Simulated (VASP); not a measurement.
All values below come from LDA (Ceperley-Alder, Perdew-Zunger), VASP's LDA PAW potentials (set 64) (plane waves; VASP).

VASP input:

File POSCAR:
```
Ta2N
1
    3.0740980239     0.0000000000    -0.0000000000
   -1.5370490119     2.6622471379    -0.0000000000
   -0.0000000000     0.0000000000     4.7775936534
Ta N
2 1
Direct
  0.6666670000   0.3333330000   0.7477287771
  0.3333330000   0.6666670000   0.2522712229
  0.0000000000   0.0000000000   0.0000000000
```

INCAR:
```
# general
SYSTEM   =  Ta2N
PREC     =  Accurate
ENCUT    =  520   # plane-wave cut-off (eV)
LREAL    =  .False.   # projection in real space or not
LASPH    =  .True.   # aspherical one-centre terms

# electronic loop
EDIFF    =  1E-8   # SCF stop (eV)
NELM     =  100   # most electronic steps
ALGO     =  Normal   # blocked Davidson
LMAXMIX  =  6   # l cut-off of mixed one-centre charges

# smearing
ISMEAR   =  1   # Methfessel-Paxton
SIGMA    =  0.1

# ions
IBRION   =  1
NSW      =  30   # most ionic steps
ISIF     =  2   # forces and stress, cell fixed
EDIFFG   =  -0.001   # ionic stop

# output
LWAVE    =  .False.
LCHARG   =  .False.
```

### KPOINTS
```
Automatic mesh
0
Gamma
10 10 6
0 0 0
```

POTCAR, in this order: Ta_pv N (LDA.64 set). Program: vasp_std.

The resulting files:

OUTCAR:
```
 ion  position               nearest neighbor table
   1  0.667  0.333  0.748-   3 2.15   3 2.15   3 2.15   2 2.96   2 2.96   2 2.96   2 2.99   2 2.99
                             2 2.99
   2  0.333  0.667  0.252-   3 2.15   3 2.15   3 2.15   1 2.96   1 2.96   1 2.96   1 2.99   1 2.99
                             1 2.99
   3  0.000  0.000  0.000-   1 2.15   2 2.15   1 2.15   2 2.15   1 2.15   2 2.15
  LATTYP: Found a hexagonal cell.
 ALAT       =     3.0740980239
 C/A-ratio  =     1.5541448634
 Subroutine PRICEL returns:
 Original cell was already a primitive cell.
 Subroutine GETGRP returns: Found 12 space group operations
The static configuration has the point symmetry D_3d.
The dynamic configuration has the point symmetry D_3d.
 Subroutine INISYM returns: Found 12 space group operations
 Subroutine IBZKPT returns following result:
 Found     72 irreducible k-points:

 Following reciprocal coordinates:
            Coordinates               Weight
  0.000000  0.000000  0.000000      1.000000
  0.100000  0.000000  0.000000      6.000000
  0.200000  0.000000  0.000000      6.000000
  0.300000  0.000000  0.000000      6.000000
  0.400000  0.000000  0.000000      6.000000
...
```

**OSZICAR**
```
       N       E                     dE             d eps       ncg     rms          rms(c)
DAV:   1     0.207303043726E+03    0.20730E+03   -0.15521E+04  2448   0.164E+03
DAV:   2    -0.331842818029E+02   -0.24049E+03   -0.23776E+03  2932   0.436E+02
DAV:   3    -0.408596926071E+02   -0.76754E+01   -0.75177E+01  3273   0.692E+01
DAV:   4    -0.409407675959E+02   -0.81075E-01   -0.79402E-01  3133   0.661E+00
DAV:   5    -0.409415737407E+02   -0.80614E-03   -0.80192E-03  3363   0.538E-01    0.291E+01
DAV:   6    -0.380508880771E+02    0.28907E+01   -0.21605E+01  2665   0.295E+01    0.140E+01
DAV:   7    -0.377167366685E+02    0.33415E+00   -0.24010E+00  2742   0.960E+00    0.718E+00
DAV:   8    -0.376535452968E+02    0.63191E-01   -0.24102E-01  3187   0.430E+00    0.485E-01
DAV:   9    -0.376498148684E+02    0.37304E-02   -0.35248E-02  3120   0.120E+00    0.221E-01
DAV:  10    -0.376493131997E+02    0.50167E-03   -0.82972E-03  2993   0.672E-01    0.101E-01
DAV:  11    -0.376490956205E+02    0.21758E-03   -0.18204E-03  2789   0.239E-01    0.242E-02
DAV:  12    -0.376490940180E+02    0.16025E-05   -0.73292E-05  3222   0.634E-02    0.453E-03
DAV:  13    -0.376490942485E+02   -0.23044E-06   -0.25721E-06  3030   0.116E-02    0.332E-03
DAV:  14    -0.376490940573E+02    0.19119E-06   -0.15517E-06  2942   0.810E-03    0.927E-04
DAV:  15    -0.376490940513E+02    0.60199E-08   -0.63134E-08  3182   0.190E-03
   1 F= -.37649094E+02 E0= -.37648958E+02  d E =-.376491E+02
       N       E                     dE             d eps       ncg     rms          rms(c)
DAV:   1    -0.376490618399E+02    0.32217E-04   -0.78441E-03  2547   0.847E-01    0.285E-02
DAV:   2    -0.376491152329E+02   -0.53393E-04   -0.56818E-04  2700   0.226E-01    0.135E-02
DAV:   3    -0.376491141182E+02    0.11147E-05   -0.10407E-05  3439   0.271E-02    0.865E-03
DAV:   4    -0.376491139188E+02    0.19939E-06   -0.25657E-06  2749   0.114E-02    0.336E-03
DAV:   5    -0.376491139070E+02    0.11746E-07   -0.12088E-07  3261   0.313E-03    0.122E-03
DAV:   6    -0.376491138745E+02    0.32544E-07   -0.19977E-07  2823   0.340E-03    0.164E-04
DAV:   7    -0.376491138754E+02   -0.88221E-09   -0.82361E-09  1562   0.922E-04
   2 F= -.37649114E+02 E0= -.37649009E+02  d E =-.198241E-04
```

### OUTCAR
```
------------------------ aborting loop because EDIFF is reached ----------------------------------------
  FORCE on cell =-STRESS in cart. coord.  units (eV):
  Direction    XX          YY          ZZ          XY          YZ          ZX
  --------------------------------------------------------------------------------------
  Total        0.0188388      0.0188388      0.0120160      0.0000000      0.0000000     -0.0000000
  in kB        0.7719504      0.7719505      0.4923735      0.0000000      0.0000000     -0.0000000
  external PRESSURE =       0.6787581 kB  Pullay stress =       0.0000000 kB
  volume of cell :       39.10
      direct lattice vectors                 reciprocal lattice vectors
     3.074098024  0.000000000  0.000000000     0.325298670  0.187811264  0.000000000
    -1.537049012  2.662247138  0.000000000     0.000000000  0.375622528  0.000000000
     0.000000000  0.000000000  4.777593653     0.000000000  0.000000000  0.209310392
 POSITION                                       TOTAL-FORCE (eV/Angst)
 -----------------------------------------------------------------------------------
      1.53705      0.88741      3.57331        -0.000000      0.000000      0.000027
     -0.00000      1.77483      1.20428         0.000000      0.000000     -0.000027
      0.00000      0.00000      0.00000        -0.000000      0.000000      0.000000
 -----------------------------------------------------------------------------------
    total drift:                                0.000000      0.000000      0.000000
  FREE ENERGIE OF THE ION-ELECTRON SYSTEM (eV)
  ---------------------------------------------------
  free  energy   TOTEN  =       -37.6491138754 eV

  energy  without entropy=      -37.6487996012  energy(sigma->0) =      -37.64900912

 reached required accuracy - stopping structural energy minimisation
```
(Selected blocks of OUTCAR.)

**CONTCAR**
```
Ta2N
   1.00000000000000
     3.0740980239000000    0.0000000000000000    0.0000000000000000
    -1.5370490119000000    2.6622471379000001    0.0000000000000000
     0.0000000000000000    0.0000000000000000    4.7775936534000003
  Ta              N
     2     1
Direct
     0.6666669999999968    0.3333330000000032    0.7479318933550637
     0.3333330000000032    0.6666669999999968    0.2520681066449363
     0.0000000000000000    0.0000000000000000    0.0000000000000000
```

**OUTCAR**
```
 val. band max:        7.7125137401   @ k =   0.0000   0.3000   0.1667

 cond. band min:       7.7489747960   @ k =  -0.1000   0.4000   0.1667


 Fermi energy:         7.7308825342

 k-point     1 :       0.0000    0.0000    0.0000
  band No.  band energies     occupation
      1     -27.7612      2.00000
      2     -26.9049      2.00000
      3     -26.9049      2.00000
      4     -26.7547      2.00000
      5     -26.7547      2.00000
      6     -26.6044      2.00000
      7      -9.6762      2.00000
      8      -0.9418      2.00000
      9       1.3493      2.00000
     10       1.3493      2.00000
     11       3.0195      2.00000
     12       7.0957      2.00000
     13       7.4436      2.00037
     14       7.4436      2.00037
     15       7.9497     -0.00832
     16       7.9497     -0.00831
     17       8.1469     -0.00000

 k-point     2 :       0.1000    0.0000    0.0000
  band No.  band energies     occupation
      1     -27.7267      2.00000
      2     -26.9744      2.00000
      3     -26.9307      2.00000
      4     -26.8235      2.00000
      5     -26.7593      2.00000
      6     -26.6189      2.00000
      7      -9.5586      2.00000
      8      -0.6947      2.00000
      9       0.7316      2.00000
     10       1.3629      2.00000
     11       3.5777      2.00000
     12       6.2274      2.00000
     13       6.9916      2.00000
     14       7.6205      2.06563
     15       7.6846      1.69831
     16       7.7761      0.31403
     17       9.1296     -0.00000

 k-point     3 :       0.2000    0.0000    0.0000
  band No.  band energies     occupation
      1     -27.6307      2.00000
      2     -27.1574      2.00000
      3     -26.9933      2.00000
      4     -26.9928      2.00000
      5     -26.7761      2.00000
      6     -26.6634      2.00000
      7      -9.2809      2.00000
      8      -0.2380      2.00000
      9       0.0682      2.00000
     10       1.3529      2.00000
     11       4.1104      2.00000
...
```

Unless said otherwise, spin-orbit coupling is left out, though it shifts the bands of the heavy elements here.

The structure comes from a computed database's Ta2N entry (P-3m1); how it stands against other phases isn't given here. This run relaxes the ions in a fixed cell. Symmetry was kept, so distortions that lower it aren't found. The start is the result of an earlier pass. The electron count is odd and the run is not spin-polarised, which forces a metal.
